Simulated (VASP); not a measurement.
The system is Be2Si.

```
CELL_PARAMETERS angstrom
0.00000 2.45017 2.45017
2.45017 0.00000 2.45017
2.45017 2.45017 0.00000
ATOMIC_POSITIONS crystal
Si 0.00000 0.00000 0.00000
Be 0.25000 0.25000 0.25000
Be 0.75000 0.75000 0.75000
```

The cell was built by a generator and needn't be a form met in nature.

- Program: VASP 6.6.1
- Task: relaxation of cell and atoms
- Functional: PBE
- Potentials or basis: VASP PAW PBE potentials, release 64 (Si, Be)
- Cutoff: 600 eV
- k mesh: 8 × 8 × 8
- Occupations: fermi-dirac, width 0.02 eV
- Spin: no spin polarisation

At the start: pressure 33.4 GPa; volume 9.81 Å³/atom.

Task: Where does the relaxation end?

Result: Over 5 steps the energy falls by 218.8 meV/atom and the volume is 12.29 Å³/atom (+25.4 %); space group Fm-3m (No. 225, to 0.05 Å).

The path:
```
step  energy change (eV)  largest force (eV/Å)  pressure (GPa)  volume (Å³)
   1              0.0000                0.0000           33.38        29.42
   2             -0.6216                0.0000           -5.02        39.00
   3             -0.6563                0.0000            0.24        36.79
   4             -0.6564                0.0000           -0.19        36.95
   5             -0.6564                0.0000            0.01        36.88
```

Final structure:
```cif
data_structure
_symmetry_space_group_name_H-M 'P 1'
_symmetry_Int_Tables_number 1
_cell_length_a 3.7361
_cell_length_b 3.7361
_cell_length_c 3.7361
_cell_angle_alpha 60.000
_cell_angle_beta 60.000
_cell_angle_gamma 60.000
_cell_volume 36.88
loop_
_atom_site_label
_atom_site_type_symbol
_atom_site_fract_x
_atom_site_fract_y
_atom_site_fract_z
_atom_site_occupancy
Si1 Si 0.00000 0.00000 0.00000 1
Be1 Be 0.25000 0.25000 0.25000 1
Be2 Be 0.75000 0.75000 0.75000 1
```

Caveat: the volume moved by over 15 % at a fixed basis, so the end points are rough.
